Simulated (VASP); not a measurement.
Data:

```yaml
crystal:
  lattice:
    - [0.00000, 2.31000, 2.31000]
    - [2.31000, 0.00000, 2.31000]
    - [2.31000, 2.31000, 0.00000]
  atoms:
    - { symbol: Li, position: [0.25000, 0.25000, 0.25000] }
    - { symbol: Li, position: [0.75000, 0.75000, 0.75000] }
    - { symbol: O, position: [0.00000, 0.00000, 0.00000] }
```

The numbers are results of PBE GGA, VASP's PBE PAW potentials (set 64) (plane waves; VASP), not measurements. Run with 520 eV cut-off, Gaussian smearing of 0.050 eV, potentials Li_sv O.

**Question.** Give the energies of bands 4 to 8 at the high-symmetry points, in eV from the valence-band maximum.

**Answer.** 
```tsv
band	Γ	X	U	L	W
4	0.00	-1.59	-2.01	-2.77	-1.82
5	0.00	-1.38	-1.51	-0.45	-1.48
6	0.00	-1.38	-1.08	-0.45	-1.48
7	5.27	4.97	6.55	9.21	7.17
8	11.93	13.53	11.60	9.82	10.42
```

The gap is indirect, 4.97 eV, from the valence maximum at Γ to the conduction minimum at X.

Measured: gap 8.00 eV (computed value off by -3.03 eV), as given by Das et al., (2018), arXiv:1807.05623.

The compound is Li2O in the antifluorite structure. The cell was not relaxed at this level.
